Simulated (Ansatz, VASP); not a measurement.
**Br in two plane-wave programs**

Aim: how closely do two programs agree when they are given the same cell, functional and k mesh? The cell is taken from a series of VASP runs on this material, whose earlier steps may have relaxed, scaled or displaced it; both programs get it as it stands.

Method: plane waves, with VASP 6.6.1 beside it; relaxation of cell and atoms at PBEsol, in Ansatz 0.2.0.

**1. The structure**

Symmetry: Cmce, No. 64, orthorhombic system. The conventional cell has a = 7.188 Å, b = 4.027 Å, c = 8.527 Å, α = 90.00°, β = 90.00°, γ = 90.00°. Nearest to Br lie 1 Br at 2.40 Å.

Coordinates:

```cif
data_structure
_symmetry_space_group_name_H-M 'P 1'
_symmetry_Int_Tables_number 1
_cell_length_a 4.1197
_cell_length_b 4.1197
_cell_length_c 8.5271
_cell_angle_alpha 90.000
_cell_angle_beta 90.000
_cell_angle_gamma 58.513
_cell_volume 123.41
loop_
_atom_site_label
_atom_site_type_symbol
_atom_site_fract_x
_atom_site_fract_y
_atom_site_fract_z
_atom_site_occupancy
Br1 Br 0.34544 0.65456 0.37984 1
Br2 Br 0.15456 0.84544 0.87984 1
Br3 Br 0.65456 0.34544 0.62016 1
Br4 Br 0.84544 0.15456 0.12016 1
```

**2. VASP: relaxation of cell and atoms, PBEsol**

The relaxed volume is the usual yardstick between codes: its relative difference is about their pressure difference at one cell divided by the bulk modulus.

Lines of VASP's logs that name or quote its potential files are left out, and so is its time.

File INCAR:

```
SYSTEM = Br
PREC = Accurate
ENCUT = 520
EDIFF = 1E-07
NELM = 100
ISMEAR = 0
SIGMA = 0.03
LREAL = .FALSE.
ALGO = Normal
GGA = PS
NBANDS = 20
LORBIT = 11
LWAVE = .FALSE.
LCHARG = .FALSE.
KPAR = 4
IBRION = 2
NSW = 50
ISIF = 3
EDIFFG = -0.005
LASPH = .TRUE.
```

File POSCAR:

```
Br
1.0
    3.5941612603     -2.0133761077      0.0000000000
    3.5941612603      2.0133761077      0.0000000000
    0.0000000000      0.0000000000      8.5270695937
Br
4
Direct
    0.3454402863      0.6545597137      0.3798422302
    0.1545597137      0.8454402863      0.8798422302
    0.6545597137      0.3454402863      0.6201577698
    0.8454402863      0.1545597137      0.1201577698
```

File KPOINTS:

```
Automatic mesh
0
Gamma
8 8 4
0 0 0
```

Potentials, in the order of the species: Br (PBE family, release 64).

Run with:

```sh
$ mpirun -np 4 vasp_std
```

Numbers of over 12 decimals in the logs are rounded to 6 here.

The program printed:

```text
[banner, memory and clock lines left out]
running    4 mpi-ranks, on    1 nodes
 distrk:  each k-point on    1 cores,    4 groups
 distr:  one band on    1 cores,    1 groups

 POSCAR found type information on POSCAR Br
 POSCAR found :  1 types and       4 ions
|                                                                             |
|               ----> ADVICE to this user running VASP <----                  |
|                                                                             |
|     You enforced a specific xc type in the INCAR file but a different       |
|     [... a line on the potential file left out ...]
|     I HOPE YOU KNOW WHAT YOU ARE DOING!                                     |
|                                                                             |

 LDA part: xc-table for (Slater+PW92), standard interpolation
 POSCAR, INCAR and KPOINTS ok, starting setup
 FFT: planning ... GRIDC
 FFT: planning ... GRID_SOFT
 FFT: planning ... GRID
 WAVECAR not read
 entering main loop
       N       E                     dE             d eps       ncg     rms          rms(c)
DAV:   1     0.178889555168E+03    0.17889E+03   -0.11723E+04  2520   0.118E+03
DAV:   2     0.558509062489E+01   -0.17330E+03   -0.16869E+03  3664   0.198E+02
DAV:   3    -0.760158385964E+01   -0.13187E+02   -0.13143E+02  3056   0.638E+01
DAV:   4    -0.773827569551E+01   -0.13669E+00   -0.13661E+00  3244   0.761E+00
DAV:   5    -0.773933071196E+01   -0.10550E-02   -0.10550E-02  2968   0.650E-01    0.127E+01
DAV:   6    -0.748941182653E+01    0.24992E+00   -0.18518E-01  2920   0.237E+00    0.820E+00
DAV:   7    -0.740623290348E+01    0.83179E-01   -0.40818E-01  2804   0.348E+00    0.563E-01
DAV:   8    -0.739816935455E+01    0.80635E-02   -0.46782E-02  2756   0.123E+00    0.268E-01
DAV:   9    -0.739822101653E+01   -0.51662E-04   -0.94315E-04  2884   0.197E-01    0.105E-01
DAV:  10    -0.739824060670E+01   -0.19590E-04   -0.76510E-05  3292   0.529E-02    0.378E-02
DAV:  11    -0.739824156152E+01   -0.95481E-06   -0.10801E-05  2856   0.197E-02    0.766E-03
DAV:  12    -0.739824183811E+01   -0.27659E-06   -0.20754E-06  2940   0.830E-03    0.572E-03
DAV:  13    -0.739824205043E+01   -0.21232E-06   -0.47383E-07  2844   0.413E-03    0.292E-03
DAV:  14    -0.739824216228E+01   -0.11185E-06   -0.14007E-07  1860   0.240E-03    0.109E-03
DAV:  15    -0.739824217877E+01   -0.16492E-07   -0.36721E-08  1524   0.112E-03
   1 F= -.73982422E+01 E0= -.73982422E+01  d E =-.739824E+01
 curvature:   0.00 expect dE= 0.000E+00 dE for cont linesearch  0.000E+00
 trial: gam= 0.00000 g(F)=  0.257E-05 g(S)=  0.266E-05 ort = 0.000E+00 (trialstep = 0.100E+01)
 search vector abs. value=  0.523E-05
 reached required accuracy - stopping structural energy minimisation
```

OUTCAR, selected parts (step 2):

```text
ion  position               nearest neighbor table
   1  0.345  0.655  0.380-   3 2.40
   2  0.155  0.845  0.880-   4 2.40
   3  0.655  0.345  0.620-   1 2.40
   4  0.845  0.155  0.120-   2 2.40

  LATTYP: Found a base centered orthorhombic cell.
 ALAT       =     4.0267522154
 B/A-ratio  =     1.7851415076
 C/A-ratio  =     2.1176047439

 Subroutine GETGRP returns: Found  8 space group operations
 (whereof  4 operations were pure point group operations)

The static configuration has the point symmetry C_2h.
 The point group associated with its full space group is D_2h.

 Found     63 irreducible k-points:

   k-points           NKPTS =     63   k-points in BZ     NKDIM =     63   number of bands    NBANDS=     20

   dimension x,y,z NGX =    32 NGY =   32 NGZ =   64
   dimension x,y,z NGXF=    64 NGYF=   64 NGZF=  128

   ENCUT  =  520.0 eV  38.22 Ry    6.18 a.u.   7.66  7.66 15.85*2*pi/ulx,y,z

   NELECT =      28.0000    total number of electrons

 k-points in reciprocal lattice and weights: Automatic mesh
   0.00000000  0.00000000  0.00000000       0.004
   0.12500000  0.00000000  0.00000000       0.016
   0.25000000  0.00000000  0.00000000       0.016
   0.37500000  0.00000000  0.00000000       0.016
   0.50000000  0.00000000  0.00000000       0.008
   0.12500000  0.12500000  0.00000000       0.008
   0.25000000  0.12500000  0.00000000       0.016
   0.37500000  0.12500000  0.00000000       0.016
   0.50000000  0.12500000  0.00000000       0.016
[...]
-0.37500000  0.37500000  0.50000000       0.008
   0.50000000  0.50000000  0.50000000       0.004

 average (electrostatic) potential at core
       1 -65.0400       2 -65.0400       3 -65.0400       4 -65.0400

 E-fermi :   0.6376

 k-point     1 :       0.0000    0.0000    0.0000
  band No.  band energies     occupation
    ...
     10      -1.1120      2.00000
     11      -1.0769      2.00000
     12      -0.2464      2.00000
     13      -0.1866      2.00000
     14       0.4738      2.00000
     15       1.7550      0.00000
     16       2.7496      0.00000
     17       5.9883      0.00000
     18       6.9484      0.00000
     19       6.9691      0.00000
    ...

 k-point     2 :       0.1250    0.0000    0.0000
  band No.  band energies     occupation
    ...
     10      -1.1848      2.00000
     11      -0.5862      2.00000
     12      -0.2457      2.00000
     13       0.0937      2.00000
     14       0.3436      2.00000
     15       1.6822      0.00000
     16       2.6153      0.00000
     17       6.3817      0.00000
     18       7.2443      0.00000
     19       7.4923      0.00000
    ...

 k-point     3 :       0.2500    0.0000    0.0000
  band No.  band energies     occupation
    ...
     10      -1.4045      2.00000
     11      -0.4215      2.00000
     12      -0.4081      2.00000
     13      -0.0780      2.00000
     14       0.0570      2.00000
     15       2.0720      0.00000
     16       2.5951      0.00000
     17       7.1519      0.00000
     18       7.6706      0.00000
     19       8.2941      0.00000
    ...

  Total        0.0073947     -0.0111452      0.0064465      0.0000000     -0.0000000      0.0000000
  in kB        0.0960022     -0.1446920      0.0836920      0.0000000     -0.0000000      0.0000000
  external PRESSURE =       0.0116674 kB  Pullay stress =       0.0000000 kB

  energy-cutoff  :      520.00
  volume of cell :      123.41
      direct lattice vectors                 reciprocal lattice vectors
     3.594161260 -2.013376108  0.000000000     0.139114515 -0.248339095  0.000000000
     3.594161260  2.013376108  0.000000000     0.139114515  0.248339095  0.000000000
     0.000000000  0.000000000  8.527069594     0.000000000  0.000000000  0.117273583

 POSITION                                       TOTAL-FORCE (eV/Angst)
 -----------------------------------------------------------------------------------
      3.59416      0.62237      3.23894         0.000000     -0.000722      0.003580
      3.59416      1.39100      7.50248         0.000000      0.000722      0.003580
      3.59416     -0.62237      5.28813         0.000000      0.000722     -0.003580
      3.59416     -1.39100      1.02459         0.000000     -0.000722     -0.003580
 -----------------------------------------------------------------------------------
    total drift:                                0.000000     -0.000000     -0.000000

  FREE ENERGIE OF THE ION-ELECTRON SYSTEM (eV)
  ---------------------------------------------------
  free  energy   TOTEN  =        -7.3982421788 eV

  energy  without entropy=       -7.3982421788  energy(sigma->0) =       -7.39824218

 reached required accuracy - stopping structural energy minimisation

 total charge
# of ion       s       p       d       tot
------------------------------------------
    1        1.638   3.049   0.037   4.724
    2        1.638   3.049   0.037   4.724
    3        1.638   3.049   0.037   4.724
    4        1.638   3.049   0.037   4.724
--------------------------------------------------
tot          6.551  12.194   0.150  18.895

[... 3 further parts left out ...]
```

CONTCAR:

```
Br
   1.00000000000000
     3.5941612602999999   -2.0133761077000001    0.0000000000000000
     3.5941612602999999    2.0133761077000001    0.0000000000000000
     0.0000000000000000    0.0000000000000000    8.5270695937000003
  Br
     4
Direct
     0.3454402862999970    0.6545597137000030    0.3798422301999977
     0.1545597137000030    0.8454402862999970    0.8798422301999977
     0.6545597137000030    0.3454402862999970    0.6201577698000023
     0.8454402862999970    0.1545597137000030    0.1201577698000023
```

The gap is read on the k-mesh alone, so it is an upper bound where the band edges lie off the mesh. The PAW data sets were made with PBE, which is usual practice but a small mismatch for other functionals. The run keeps the 8 symmetry operations of its start, so it cannot find a distortion of lower symmetry.

**3. Ansatz: relaxation of cell and atoms, PBEsol**

Ansatz runs on its default PAW (the set named soft_2) files.

The same cell, functional, mesh and smearing now go to Ansatz, which takes its cutoff from its data sets.

File input.yaml:

```yaml
crystal:
  lattice:
    - [3.5941612603, -2.0133761077, 0.0]
    - [3.5941612603, 2.0133761077, 0.0]
    - [0.0, 0.0, 8.5270695937]
  atoms:
    - { symbol: Br, position: [0.3454402863, 0.6545597137, 0.3798422302] }
    - { symbol: Br, position: [0.1545597137, 0.8454402863, 0.8798422302] }
    - { symbol: Br, position: [0.6545597137, 0.3454402863, 0.6201577698] }
    - { symbol: Br, position: [0.8454402863, 0.1545597137, 0.1201577698] }
hamiltonian:
  xc: pbesol
  pseudopotentials: { kind: paw }
kpoints:
  mp_grid: { grid: [8, 8, 4] }
scf:
  occupations: { method: gaussian, width: 0.03 }
relax:
  f_tol: 0.01
  max_steps: 60
  cell: { stress_tol: 0.05 }
output:
  forces: true
  stress: true
  write_density: true
  write_potential: true
  elf: true
  volumetric_format: npy
```

Run with:

```sh
$ ansatz run input.yaml --threads 4 --pin off --max-ram 9216MiB --backend cpu --events-out ev --progress --plain --runs-dir out
```

The program printed:

```text
Engine: ansatz 0.2.0, aarch64-unknown-linux-gnu
Pseudopotentials: kind: paw
Pseudopotential: Br, paw, valence charge 7, recommended cutoff 420 eV (normal), Br.paw.azcp
Functional definition: PBEsol
  exchange = pbesol_x
  correlation = pbesol_c
Crystal: 4 atoms, lattice volume = 123.411 Å³
Basis set: ecut = 420 eV, 2391 PW (Γ), exchange–correlation on 60×60×120 points (8 copies of the dense FFT grid, shifted against one another)
Bands: 18, of which v1, the nominal top of the filled ones, is band 14 counted from 1 (13 counted from 0)
Symmetry: 8 space group operations
Space group: Cmce (ITA 64), of the structure as read, at distance tolerance 5.0e-5 Å
k-points: 63 of 256
Non-local potential: Br, projectors of the file, l = 0: 2, l = 1: 2, l = 2: 2
PAW form: soft (Blöchl's): semilocal exchange-correlation on the pseudo side does not see the compensation charge
PAW frozen core: Br, regenerated for the run's functional, and the local potential with it (the file was generated under x = pbe(κ = 0.804, μ = 0.219515), c = pbe(β = 0.066725))
PAW one-centre angular grid: Br, 110 points (default); XC on 64 Gauss nodes
Initial density: superposition of atomic densities (neutral atoms: chi_scale 0, normalization atom), corrected by the library's trained network
Initial wavefunctions: pseudopotential atomic-orbital guess
Functional: x = pbesol(κ = 0.804, μ = 0.123457), c = pbesol(β = 0.046)
SCF iter   1: F=—  HF=-10945.889458 eV  |F-HF|=—  |Δ(HF+E_count)|=         —  Δρ=2.15e-3  dr2=4.87e-3  ethr=1.77e-3  ⟨swp⟩=6.5  Hψ=6632  notcnv=0
preconditioner: auto → Resta (q_TF=auto, 2.131 Å⁻¹)  ε∞=3.9  [insulator: Δε(μ)=1.184 eV  Ē_g=10.412 eV  σ=0.030 eV  W_gap=1.00  n_scr=22 (ndim 8)  ℏωp=17.7 eV  f_vac=0.000  D(μ)=0.00/eV (n_scr^D=0)  ε∞_Penn≈3.9]
SCF iter   2: F=—  HF=-10945.890550 eV  |F-HF|=—  |Δ(HF+E_count)|=   1.09e-3  Δρ=1.25e-3  dr2=1.55e-3  ethr=1.74e-5  ⟨swp⟩=2.1  Hψ=2558  notcnv=0
SCF iter   3: F=—  HF=-10945.890700 eV  |F-HF|=—  |Δ(HF+E_count)|=   1.49e-4  Δρ=2.01e-4  dr2=5.17e-5  ethr=5.54e-6  ⟨swp⟩=3.0  Hψ=2149  notcnv=0
SCF iter   4: F=—  HF=-10945.890704 eV  |F-HF|=—  |Δ(HF+E_count)|=   4.54e-6  Δρ=7.29e-5  dr2=7.73e-6  ethr=1.85e-7  ⟨swp⟩=2.9  Hψ=2182  notcnv=0
SCF iter   5: F=—  HF=-10945.890710 eV  |F-HF|=—  |Δ(HF+E_count)|=   6.21e-6  Δρ=1.55e-5  dr2=3.70e-7  ethr=2.76e-8  ⟨swp⟩=2.8  Hψ=2010  notcnv=0
SCF iter   6: F=-10945.890711 eV  HF=-10945.890711 eV  |F-HF|=7.21e-9  |Δ(HF+E_count)|=   3.83e-7  Δρ=3.67e-6  dr2=1.57e-8  ethr=3.57e-10  ⟨swp⟩=10.0  Hψ=8923  notcnv=0
SCF 1 converged in 6 iterations: F = -10945.890711 eV  dr2 = 1.57e-8
  greatest PAW one-centre occupation: 0.926 electrons in one spin orbital (limit 2), on the Br atom at site 3 (counted from 0), in its partial waves of l = 0
relax step   1: F+E_penalty+E_count = -10945.89071084 eV  Δ(F+E_penalty+E_count) = +0.000e0 eV  max|allowed force component| = 1.466e-2 eV/Å  Δτ_max = 0.0000 Å  P = -0.039 GPa  Ω = 123.411 Å³  (6 SCF iters, dr2 threshold 1.00e-7 eV, accepted)
[...]
relax step   2: F+E_penalty+E_count = -10945.89075883 eV  Δ(F+E_penalty+E_count) = -4.799e-5 eV  max|allowed force component| = 2.413e-3 eV/Å  Δτ_max = 0.0008 Å  P = +0.007 GPa  Ω = 123.367 Å³  energy of the carried Pulay correction = +4.250e-6 eV  (6 SCF iters, accepted)
[...]
relax step   3: F+E_penalty+E_count = -10945.89075297 eV  Δ(F+E_penalty+E_count) = +5.862e-6 eV  max|allowed force component| = 2.413e-3 eV/Å  Δτ_max = 0.0000 Å  P = +0.007 GPa  Ω = 123.367 Å³  stress off target by 1.23e-2 GPa  SCF on the basis re-selected at this cell (its energy is not comparable with the rows above)  (8 SCF iters)
basis re-selected at this cell: Δ(F+E_penalty+E_count) = +5.862e-6 eV, ΔP = +0.000 GPa vs the last step (what re-selecting the basis moved, of the pressure what is left beyond the Pulay correction that the steps carried, after the strain that the cell walked since its last selection, with what the two solves' SCF thresholds leave and, on support functions, any second-order correction that the steps lacked; it is no m [...]
SCF converged after 8 iterations
Free energy (F): -10945.890753 eV
Harris-Foulkes:  -10945.890753 eV  (|F-HF|=0.00e0)
Internal energy: -10945.890753 eV  (E = F + TS)
E sigma→0 (E₀):  -10945.890753 eV
Fermi energy:    3.161093 eV
--- Per-component energies (eV) ---
  E_band       = -92.183001
  E_kinetic    = 526.580368
  E_local      = -878.750092  (includes V_loc(G=0)·N_el)
  E_nonlocal   = 282.390110
  E_hartree    = 216.984852
  E_xc         = -1040.090333
  E_vxc        = -408.080289  (∫ρ·V_xc dr)
  E_paw        = -8813.016555  (= ΣΔE_a)
  E_vpaw       = -48.292803  (= ΣTr[D̂ρ^β])
  E_aug_tail   = -0.000000  (compensation charges beyond the density's cutoff)
  E_ewald      = -1240.358184
  E_core_change = 0.369081  (= ΣΔE_core)
  E_smearing   = -0.000000  (= −TS)
  E_closure    = 0.000000  (closes the sum)
  Σ components = -10945.890753   (vs F -10945.890753, Δ=0.00e0)
--- Forces (eV/Å), atoms counted from 1 ---
  atom   1  Br    -0.00000000    -0.00241337     0.00091061
  atom   2  Br     0.00000000     0.00241337     0.00091061
  atom   3  Br     0.00000000     0.00241337    -0.00091061
  atom   4  Br    -0.00000000    -0.00241337    -0.00091061
  max |Σ_I F_I| component: 6.94e-18 eV/Å
--- Stress (GPa, compression-positive) ---
        0.008698       0.000000       0.000000
        0.000000      -0.000402       0.000000
        0.000000       0.000000       0.012346
  P = ⅓ Tr σ = 0.0069 GPa (0.069 kbar)
--- Band table (eV; the first three rows and the last of 63) ---
  k-point 0: bands = [... 10 lower, 0.9988, 1.8318, 1.8940, 2.5566, 3.8395, 4.8377, 8.0696, 9.0389]
  k-point 1: bands = [... 10 lower, 1.0207, 1.7141, 2.0327, 2.4835, 3.8570, 4.5654, 8.2827, 9.0237]
  k-point 2: bands = [... 10 lower, 1.3963, 1.3963, 2.2850, 2.2850, 4.0920, 4.0920, 8.7091, 8.7091]
  k-point 62: bands = [... 10 lower, 1.2451, 1.2451, 1.4917, 1.4917, 4.0348, 4.0348, 10.1575, 10.1575]
--- Relaxed structure (2 steps of the walk, 2 accepted, 1 SCFs on fresh bases) ---
  F+E_penalty+E_count = -10945.89075297 eV   max|allowed force component| = 2.413e-3 eV/Å   (the final SCF, on the basis selected at the relaxed cell)
  cell:  # Å, volume = 123.3668 Å³
    - [3.595856, -2.011889, 0]
    - [3.595856, 2.011889, 0]
    - [0, 0, 8.526325]
  atoms:
    - { symbol: Br, position: [0.345411, 0.654589, 0.379933] }
    - { symbol: Br, position: [0.154589, 0.845411, 0.879933] }
    - { symbol: Br, position: [0.654589, 0.345411, 0.620067] }
    - { symbol: Br, position: [0.845411, 0.154589, 0.120067] }
```

Elapsed: 16 s, on 4 threads of Arm Neoverse N1, shared host; peak memory 0.47 GiB.

**4. Comparison**

Known differences besides the potentials themselves: both relaxations stop at a tolerance, which leaves soft axes loose, and VASP keeps its plane-wave basis; the cutoff is 420 eV in Ansatz and 520 eV in VASP; Ansatz makes its cores anew for this functional, VASP keeps those of its PBE data sets; Ansatz adds a Pulay correction to the stress that steers its cell, VASP none. Total energies have different zeros and are not compared.

Both answers:

```tsv
quantity	Ansatz	VASP	difference
volume (Å³)	123.37	123.41	-0.04 %
edge a after relaxation, in the typed setting (Å)	4.120	4.120	+0.02 %
edge c after relaxation, in the typed setting (Å)	8.526	8.527	-0.01 %
```

The walks stopped with 0.01 GPa left in Ansatz and 0.00 GPa in VASP; each walk ends within a tolerance, so the volume difference is uncertain by about these residues over the bulk modulus, most in soft cells.

**5. Results**

| Quantity | Value |
| --- | --- |
| difference in volume (relaxation of cell and atoms, PBEsol) | -0.035 % |

In words: The difference in volume is -0.035 % (relaxation of cell and atoms, PBEsol), within the 1.2 % picked in this series as the mark of a large difference, as far as the stopping tolerances let one tell. 1 further run of this series is not shown here. Such differences can come from data sets, numerical settings and the points named under the comparisons, not from the functional's error against experiment.

[Lines on the potential files, build, host, timing and source positions are cut from VASP's logs without a mark.]

[Logs are printed without paths, hosts, clocks, repeated set-up lines and the standing remarks that a program may print on its own settings, such as how far it seeks lower states.]

[Hosts, paths, dates, database ids (printed as entryN), source tags and the programs' standing remarks are cut or masked in the printed files.]
